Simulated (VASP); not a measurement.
Level of theory: PBEsol GGA, VASP's PBE PAW potentials (set 64) (plane waves; VASP 6.6.1).

Input for VASP

**POSCAR**
```
Cs(110) slab
1.0
  5.1998735281   0.0000000000   0.0000000000
 -1.7332908479   4.9024876017   0.0000000000
  0.0000000000   0.0000000000  27.5017007541
Cs
3
Direct
  0.5000000000   0.5000000000   0.3456210000
  0.0000000000   0.0000000000   0.5000000000
  0.5000000000   0.5000000000   0.6543790000
```

File KPOINTS:
```
Automatic mesh
0
Gamma
6 6 1
0 0 0
```

INCAR:
```
! general
SYSTEM  = Cs(110) slab
PREC    = Normal
ENCUT   = 400
LREAL   = .False.
LASPH   = .True.

! electronic loop
EDIFF   = 1E-5
NELM    = 100
NELMIN  = 4
ALGO    = Normal
LMAXMIX = 4

! smearing
ISMEAR  = 1
SIGMA   = 0.1

! functional
GGA     = PS

! ions
IBRION  = 2
NSW     = 50
ISIF    = 2
EDIFFG  = -0.03

! output
LWAVE   = .True.
LCHARG  = .False.

! other
LDIPOL  = .True.
IDIPOL  = 3
DIPOL   = 0.5 0.5 0.5
```

POTCAR, in this order: Cs_sv (PBE.64 set). Program: vasp_std.

Unless said otherwise, spin-orbit coupling is left out, though it shifts the bands of the heavy elements here.

### Question
Predict the energy per atom (σ→0), band gap (on the k-mesh).

### Answer

| Quantity | Value |
|---|---|
| energy per atom (σ→0) | -83.1 kJ/mol of atoms |
| band gap (on the k-mesh) | none (metal, semimetal or under 0.01 eV) |

**OSZICAR**
```
...
DAV:  11    -0.258491340965E+01   -0.33221E-03   -0.56964E-04   541   0.610E-02    0.182E-02
DAV:  12    -0.258551229728E+01   -0.59889E-03   -0.53084E-04   491   0.552E-02    0.925E-03
DAV:  13    -0.258561426764E+01   -0.10197E-03   -0.26066E-04   582   0.322E-02    0.652E-03
DAV:  14    -0.258567679031E+01   -0.62523E-04   -0.67461E-05   422   0.207E-02    0.311E-03
DAV:  15    -0.258569197185E+01   -0.15182E-04   -0.10012E-05   448   0.910E-03    0.178E-03
DAV:  16    -0.258570308050E+01   -0.11109E-04   -0.95703E-06   344   0.755E-03    0.116E-03
DAV:  17    -0.258570921438E+01   -0.61339E-05   -0.19254E-06   323   0.360E-03
   1 F= -.25857092E+01 E0= -.25852992E+01  d E =-.258571E+01
```

The cell is a thin slab with vacuum, built from Cs (bcc): (110) face.
